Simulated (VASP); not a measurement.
Method: optB86b-vdW, VASP's PBE PAW potentials (set 64) (plane waves; VASP).

Input for VASP

KPOINTS:
```
Automatic
0
gamma
  7 7 2
0 0 0
```

**POSCAR**
```
MoTe2
1
    1.7487211890    -3.0288735344     0.0000000000
    1.7487211890     3.0288735344     0.0000000000
    0.0000000000    -0.0000000000    13.9731535570
Te Mo
4 2
Direct
  0.3333330000   0.6666670000   0.8791597395
  0.6666670000   0.3333330000   0.3791597395
  0.6666670000   0.3333330000   0.1208402605
  0.3333330000   0.6666670000   0.6208402605
  0.3333330000   0.6666670000   0.2500000000
  0.6666670000   0.3333330000   0.7500000000
```

**INCAR**
```
SYSTEM = MoTe2
PREC = Accurate
ENCUT = 520
EDIFF = 1E-6
NELM = 100
ALGO = Normal
LREAL = .FALSE.
LASPH = .TRUE.
ISMEAR = 0
SIGMA = 0.05
GGA = MK
PARAM1 = 0.1234
PARAM2 = 1.0
LUSE_VDW = .TRUE.
AGGAC = 0.0
LMAXMIX = 4
LWAVE = .FALSE.
LCHARG = .FALSE.
IBRION = 2
ISIF = 3
NSW = 60
EDIFFG = -0.02
```

POTCAR, in this order: Te Mo_sv (PBE.64 set). Program: vasp_std.

Question: What will the output report for the number of irreducible k-points (NKPTS), largest plane-wave count, number of space-group operations, FFT grid (NGX, NGY, NGZ)?

Answer: 
The number of irreducible k-points (NKPTS) is 16 and the largest plane-wave count is 4024. The number of space-group operations is 24 and the FFT grid (NGX, NGY, NGZ) is 28 × 28 × 108.

The compound is MoTe2 in the 2H layered structure. This run relaxes it. Symmetry was kept, so distortions that lower it aren't found.
